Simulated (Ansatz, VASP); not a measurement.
# TiC in two plane-wave programs, part 2 of 2

Aim: how closely do two programs agree when they are given the same cell, functional and k mesh? The cell is taken from a series of runs on this material, whose earlier steps may have relaxed, scaled, displaced or heated it; both programs get it as it stands.

VASP 6.6.1 and Ansatz 0.2.0.

So far: Starting point; Ansatz: zone-centre phonons, LDA, pair 1; VASP: zone-centre phonons, LDA, pair 1; Comparison.

## Step 5: Ansatz: zone-centre phonons, LDA, pair 2

Level of this step: Ansatz beside VASP: Kohn-Sham DFT, plane waves, LDA (Ansatz).

Second derivatives magnify differences that forces hide, and they need a tight electronic threshold. The cell compared in this pair holds 20.11 Å³, against 19.73 Å³ for the pair before.

The cell is taken from a series of runs on this material, whose earlier steps may have relaxed, scaled, displaced or heated it; both programs get it as it stands.

The input, input.yaml:

```yaml
crystal:
  lattice:
    - [0.0, 2.1584483487, 2.1584483487]
    - [2.1584483487, 0.0, 2.1584483487]
    - [2.1584483487, 2.1584483487, 0.0]
  atoms:
    - { symbol: C, position: [0.5, 0.5, 0.5] }
    - { symbol: Ti, position: [0.0, 0.0, 0.0] }
kpoints:
  mp_grid: { grid: [16, 16, 16] }
hamiltonian:
  xc: lda
  pseudopotentials: { kind: paw, azcp: { folder: soft_1 }, xc_functional: pbe }
scf:
  occupations: { method: methfessel_paxton, width: 0.2 }
output:
  eigenvalues: true
phonons:
  method: dfpt
```

On the command line:

```
$ ansatz run input.yaml --threads 4 --pin off --max-ram 10240MiB --backend cpu --events-out ev --progress --plain --runs-dir out
```

Numbers of over 12 decimals in the logs are rounded to 6 here.

The program printed:

```text
[...]
Crystal: 2 atoms, lattice volume = 20.112 Å³
Basis set: ecut = 420 eV, 411 PW (Γ), exchange–correlation on 48×48×48 points (8 copies of the dense FFT grid, shifted against one another)
Bands: 12, of which v1, the nominal top of the filled ones, is band 8 counted from 1 (7 counted from 0)
Symmetry: 48 space group operations
k-points: 349 of 4096 (irreducible under 8 space group operations, time reversal used)
[...]
k-point 1: bands = [... 4 lower, 2.3069, 14.6955, 14.9431, 14.9431, 15.5052, 15.5052, 16.4212, 17.2276]
  k-point 2: bands = [... 4 lower, 2.5723, 13.8316, 14.1917, 14.1917, 15.5629, 15.5629, 16.7515, 18.3021]
  k-point 348: bands = [... 4 lower, 5.1356, 11.3426, 11.3426, 11.7661, 17.2804, 17.2804, 18.0200, 19.7518]
[...]
ASR residual: 1.104e-6 → 0.000e0 eV/Å²; symmetrization residual: 1.780e-6 eV/Å²
  ASR residual per site (eV/Å²): 1.10e-6 5.64e-7
  Γ frequencies (cm⁻¹): 0.00 0.00 0.00 514.67 514.67 514.67
[...]
[key lines of the parts left out:]
SCF converged after 9 iterations
Free energy (F): -2695.160800 eV
Fermi energy:    14.472019 eV
```

## Step 6: VASP: zone-centre phonons, LDA, pair 2

The same cell, functional (in two slightly different forms), mesh and smearing now go to VASP, with its own data sets.

The input, INCAR:

```
SYSTEM = TiC
PREC = Accurate
ENCUT = 600
EDIFF = 1E-08
NELM = 120
ISMEAR = 1
SIGMA = 0.2
LREAL = .FALSE.
ALGO = Normal
GGA = PW92
NBANDS = 14
LASPH = .TRUE.
LORBIT = 11
LWAVE = .FALSE.
LCHARG = .FALSE.
ISIF = 2
IBRION = 8
GGA_COMPAT = .FALSE.
KPAR = 2
```

The input, POSCAR:

```
TiC
1.0
    0.0000000000      2.1584483487      2.1584483487
    2.1584483487      0.0000000000      2.1584483487
    2.1584483487      2.1584483487      0.0000000000
C Ti
1 1
Direct
    0.5000000000      0.5000000000      0.5000000000
    0.0000000000      0.0000000000      0.0000000000
```

The input, KPOINTS:

```
Automatic mesh
0
Gamma
16 16 16
0 0 0
```

The projector-augmented-wave data sets are C and Ti_sv (LDA family, release 64).

On the command line:

```
$ mpirun -np 2 vasp_std
```

The program printed:

```text
[banner, memory and clock lines left out]
running    2 mpi-ranks, on    1 nodes
[...]
[... a notice as in an earlier step ...]

 LDA part: xc-table for (Slater(with rela. corr.)+PW92), standard interpolation
 POSCAR, INCAR and KPOINTS ok, starting setup
[...]
entering main loop
       N       E                     dE             d eps       ncg     rms          rms(c)
DAV:   1     0.125181854580E+03    0.12518E+03   -0.88698E+03  4060   0.149E+03
DAV:   2    -0.174338336684E+02   -0.14262E+03   -0.13446E+03  4312   0.368E+02
DAV:   3    -0.256970203837E+02   -0.82632E+01   -0.80652E+01  5438   0.860E+01
DAV:   4    -0.260445827813E+02   -0.34756E+00   -0.34725E+00  5158   0.160E+01
[...]
DAV:  15    -0.205137131107E+02    0.34313E-08   -0.35734E-07  4612   0.695E-03    0.216E-03
DAV:  16    -0.205137130944E+02    0.16276E-07   -0.58459E-08  5050   0.189E-03    0.401E-04
DAV:  17    -0.205137130911E+02    0.32708E-08   -0.57128E-09  2504   0.748E-04
   1 F= -.20513713E+02 E0= -.20513596E+02  d E =-.350368E-03
[...]
RMM:  13    -0.117417320173E+00    0.30008E-07   -0.11432E-07 23073   0.209E-04    0.360E-06
RMM:  14    -0.117417331839E+00   -0.11665E-07   -0.32085E-08 23337   0.110E-04    0.114E-05
RMM:  15    -0.117417332928E+00   -0.10897E-08   -0.20627E-08 22421   0.613E-05    0.315E-06
 first order change of Fermi-energy   0.27671E-03
 force on displaced ion       1 direction 1 :  -9.407   0.000   0.000
 Linear response progress:
  Degree of freedom:   2/  2
       N       E                     dE             d eps       ncg     rms          rms(c)
RMM:   1    -0.682742632656E+00   -0.68274E+00    0.80857E+00  9869   0.131E+02
RMM:   2    -0.659355835448E+00    0.23387E-01   -0.23679E-01 16356   0.495E+00    0.220E-01
RMM:   3    -0.658280142405E+00    0.10757E-02   -0.18308E-02 19367   0.116E+00    0.107E-01
RMM:   4    -0.657482851657E+00    0.79729E-03   -0.75612E-03 21191   0.505E-01    0.215E-02
[...]
RMM:  24    -0.658691531890E+00   -0.10840E-06   -0.11023E-06 19486   0.468E-04    0.369E-05
RMM:  25    -0.658691463837E+00    0.68053E-07   -0.76725E-07 20188   0.416E-04    0.435E-05
RMM:  26    -0.658691571535E+00   -0.10770E-06   -0.69546E-07 19435   0.369E-04    0.426E-05
 first order change of Fermi-energy   0.80684E-04
 force on displaced ion       2 direction 1 :  -9.431   0.000   0.000
 Linear response finished
```

From OUTCAR (step 6):

```text
  Total       -1.2489225     -1.2489225     -1.2489225     -0.0000000      0.0000000      0.0000000
  in kB      -99.4926705    -99.4926705    -99.4926705     -0.0000000      0.0000000      0.0000000
  external PRESSURE =     -99.4926705 kB  Pullay stress =       0.0000000 kB

 POSITION                                       TOTAL-FORCE (eV/Angst)
 -----------------------------------------------------------------------------------
      2.15845      2.15845      2.15845        -0.000000      0.000000      0.000000
      0.00000      0.00000      0.00000         0.000000     -0.000000      0.000000
 -----------------------------------------------------------------------------------
    total drift:                                0.000000     -0.000000     -0.000000

[... 1 part as in an earlier step ...]

[... 1 further part left out ...]
```

## Step 7: Comparison

Both answers:

```
                  quantity  Ansatz   VASP  difference
optical mode 1 to 3 (cm⁻¹)   514.7  516.3     -0.31 %
```

Modes are paired by rising frequency, not by their patterns, so a pair may set unlike modes beside each other; they are those without the splitting of longitudinal modes.

## Step 8: VASP: zone-centre phonons, LDA, pair 3

Second derivatives magnify differences that forces hide, and they need a tight electronic threshold. The cell compared in this pair holds 20.50 Å³, against 20.11 Å³ for the pair before.

INCAR is that of step 6.

The input, POSCAR:

```
TiC
1.0
    0.0000000000      2.1721967980      2.1721967980
    2.1721967980      0.0000000000      2.1721967980
    2.1721967980      2.1721967980      0.0000000000
C Ti
1 1
Direct
    0.5000000000      0.5000000000      0.5000000000
    0.0000000000      0.0000000000      0.0000000000
```

KPOINTS is that of step 6.

On the command line:

```
$ mpirun -np 2 vasp_std
```

The program printed:

```text
[... set-up lines as in an earlier step ...]
 entering main loop
       N       E                     dE             d eps       ncg     rms          rms(c)
DAV:   1     0.127115131348E+03    0.12712E+03   -0.89343E+03  4060   0.151E+03
DAV:   2    -0.170216684177E+02   -0.14414E+03   -0.13589E+03  4324   0.371E+02
DAV:   3    -0.256947716894E+02   -0.86731E+01   -0.84598E+01  5416   0.872E+01
DAV:   4    -0.260642183548E+02   -0.36945E+00   -0.36915E+00  5122   0.161E+01
[...]
DAV:  15    -0.204848166757E+02    0.68976E-07   -0.17582E-07  4942   0.496E-03    0.239E-03
DAV:  16    -0.204848166166E+02    0.59116E-07   -0.90988E-08  5042   0.543E-03    0.415E-04
DAV:  17    -0.204848166162E+02    0.35357E-09   -0.59595E-09  2636   0.923E-04
   1 F= -.20484817E+02 E0= -.20484693E+02  d E =-.369524E-03
 Linear response reoptimize wavefunctions to high precision
DAV:   1    -0.204848166159E+02    0.31969E-09   -0.11892E-09  2882   0.551E-04
DAV:   2    -0.204848166159E+02   -0.40473E-10   -0.17001E-10  2180   0.169E-04
 Linear response DOF=           2
 Linear response progress:
[...]
RMM:  12    -0.117120528559E+00    0.10974E-07    0.35276E-09 23166   0.364E-04    0.242E-05
RMM:  13    -0.117120507055E+00    0.21504E-07   -0.14451E-07 22945   0.205E-04    0.563E-06
RMM:  14    -0.117120514378E+00   -0.73232E-08   -0.29790E-08 23070   0.112E-04    0.126E-05
 first order change of Fermi-energy   0.27793E-03
 force on displaced ion       1 direction 1 :  -8.717   0.000   0.000
 Linear response progress:
  Degree of freedom:   2/  2
       N       E                     dE             d eps       ncg     rms          rms(c)
RMM:   1    -0.686970909712E+00   -0.68697E+00    0.79456E+00  9862   0.132E+02
RMM:   2    -0.664495719090E+00    0.22475E-01   -0.23750E-01 16353   0.494E+00    0.216E-01
RMM:   3    -0.663268406710E+00    0.12273E-02   -0.18234E-02 19360   0.115E+00    0.106E-01
RMM:   4    -0.662426845163E+00    0.84156E-03   -0.76426E-03 21152   0.503E-01    0.217E-02
[...]
RMM:  34    -0.663614615836E+00   -0.16767E-07   -0.60201E-07 14519   0.133E-04    0.125E-05
RMM:  35    -0.663614630548E+00   -0.14712E-07   -0.54274E-07 16787   0.119E-04    0.125E-05
RMM:  36    -0.663614629817E+00    0.73174E-09   -0.47903E-07 10619   0.106E-04    0.135E-05
 first order change of Fermi-energy   0.96105E-04
 force on displaced ion       2 direction 1 :  -8.719   0.000   0.000
 Linear response finished
```

Parts of OUTCAR (step 8):

```text
  Total       -1.8346175     -1.8346175     -1.8346175      0.0000000      0.0000000     -0.0000000
  in kB     -143.3932193   -143.3932193   -143.3932193      0.0000000      0.0000000     -0.0000000
  external PRESSURE =    -143.3932193 kB  Pullay stress =       0.0000000 kB

 POSITION                                       TOTAL-FORCE (eV/Angst)
 -----------------------------------------------------------------------------------
      2.17220      2.17220      2.17220         0.000000      0.000000      0.000000
      0.00000      0.00000      0.00000        -0.000000      0.000000     -0.000000
 -----------------------------------------------------------------------------------
    total drift:                               -0.000000      0.000000      0.000000

[... 1 part as in an earlier step ...]

[... 1 further part left out ...]
```

## Step 9: Ansatz: zone-centre phonons, LDA, pair 3

The same cell, functional (in two slightly different forms), mesh and smearing now go to Ansatz, which takes its cutoff from its data sets.

The cell is taken from a series of runs on this material, whose earlier steps may have relaxed, scaled, displaced or heated it; both programs get it as it stands.

input.yaml, the sections that differ from step 5:

```yaml
crystal:
  lattice:
    - [0.0, 2.172196798, 2.172196798]
    - [2.172196798, 0.0, 2.172196798]
    - [2.172196798, 2.172196798, 0.0]
  atoms:
    - { symbol: C, position: [0.5, 0.5, 0.5] }
    - { symbol: Ti, position: [0.0, 0.0, 0.0] }
# kpoints, hamiltonian, scf, output, phonons: as in step 5
```

On the command line:

```
$ ansatz run input.yaml --threads 4 --pin off --max-ram 10240MiB --backend cpu --events-out ev --progress --plain --runs-dir out
```

The program printed:

```text
[...]
Crystal: 2 atoms, lattice volume = 20.499 Å³
Basis set: ecut = 420 eV, 411 PW (Γ), exchange–correlation on 48×48×48 points (8 copies of the dense FFT grid, shifted against one another)
Bands: 12, of which v1, the nominal top of the filled ones, is band 8 counted from 1 (7 counted from 0)
Symmetry: 48 space group operations
k-points: 349 of 4096 (irreducible under 8 space group operations, time reversal used)
[...]
k-point 1: bands = [... 4 lower, 2.0664, 14.3727, 14.6147, 14.6147, 15.1629, 15.1629, 16.0634, 16.8491]
  k-point 2: bands = [... 4 lower, 2.3257, 13.5216, 13.8772, 13.8772, 15.2192, 15.2192, 16.3813, 17.9003]
  k-point 348: bands = [... 4 lower, 4.8623, 11.0538, 11.0538, 11.4855, 16.8915, 16.8915, 17.6014, 19.2681]
[...]
ASR residual: 1.468e-5 → 0.000e0 eV/Å²; symmetrization residual: 4.140e-7 eV/Å²
  ASR residual per site (eV/Å²): 1.47e-5 6.15e-6
  Γ frequencies (cm⁻¹): 0.00 0.00 0.00 495.19 495.19 495.19
[...]
[key lines of the parts left out:]
SCF converged after 9 iterations
Free energy (F): -2695.130688 eV
Fermi energy:    14.147220 eV
```

## Step 10: Side by side

The two programs side by side:

```
                  quantity  Ansatz   VASP  difference
optical mode 1 to 3 (cm⁻¹)   495.2  496.9     -0.34 %
```

Modes are paired by rising frequency, not by their patterns, so a pair may set unlike modes beside each other; they are those without the splitting of longitudinal modes.

## Step 11: What came out

```
r.m.s. difference of the optical zone-centre modes, each program's sorted by frequency (zone-centre phonons, LDA, pair 1) : 1.5 cm⁻¹
r.m.s. difference of the optical zone-centre modes, each program's sorted by frequency (zone-centre phonons, LDA, pair 2) : 1.6 cm⁻¹
r.m.s. difference of the optical zone-centre modes, each program's sorted by frequency (zone-centre phonons, LDA, pair 3) : 1.7 cm⁻¹
```

In words: The r.m.s. difference of the optical zone-centre modes, each program's sorted by frequency is 1.5 cm⁻¹ (zone-centre phonons, LDA, pair 1). Such differences can come from data sets, numerical settings and the points named under the comparisons, not from the functional's error against experiment.

[Lines on the potential files, build, host, timing and source positions are cut from VASP's logs without a mark.]

[Logs are printed without paths, hosts, clocks, repeated set-up lines and the standing remarks that a program may print on its own settings, such as how far it seeks lower states.]

[Hosts, paths, dates, database ids (printed as entryN), source tags and the programs' standing remarks are cut or masked in the printed files.]
